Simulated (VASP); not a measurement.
Input of a VASP 6.6.1 run:

Contents of INCAR:

```
SYSTEM = InPd
  PREC = Accurate
  ENCUT = 520
  EDIFF = 1E-6
  ISMEAR = 1
  SIGMA = 0.1
  LREAL = .FALSE.
  LASPH = .TRUE.
  NELM = 80
  ALGO = Normal
  ISIF = 2
  LWAVE = .FALSE.
  LCHARG = .FALSE.
  GGA = PS
  ICORELEVEL = 1
```

Contents of KPOINTS:

```
Automatic mesh
0
G
  9 9 28
  0 0 0
```

POSCAR

```
InPd
1.0
    4.5939525500      0.0000000000      0.0000000000
   -2.2969762700      3.9784796100      0.0000000000
    2.2969762700      1.3261598700      1.8754732700
In Pd
1 1
Direct
    0.0000000000      0.0000000000      0.0000000000
    0.0000000000      0.5000000000      0.5000000000
```

Potentials or basis: VASP PAW PBE potentials, release 64 (In_d, Pd).

Launch:

```console
$ cat potpaw_PBE.64/In_d/POTCAR potpaw_PBE.64/Pd/POTCAR > POTCAR
$ mpirun -np 1 vasp_std > vasp.out
```

What does it give for the pressure?

0.0 GPa.

Estimate the band gap on the k mesh.

none (metal or under the smearing width).

Core levels (eV, on the scale of the bands):
| atom | levels |
| --- | --- |
| 1 In | 1s -27733.2, 2s -4139.7, 2p -3713.7, 3s -773.7, 3p -634.2, 3d -417.9, 4s -104.9, 4p -63.4 |
| 2 Pd | 1s -24150.2, 2s -3516.5, 2p -3151.3, 3s -624.9, 3p -504.9, 3d -314.5, 4s -74.0, 4p -39.7 |

Caveat: the PAW data sets were made with another functional, which shifts forces and pressure a little.
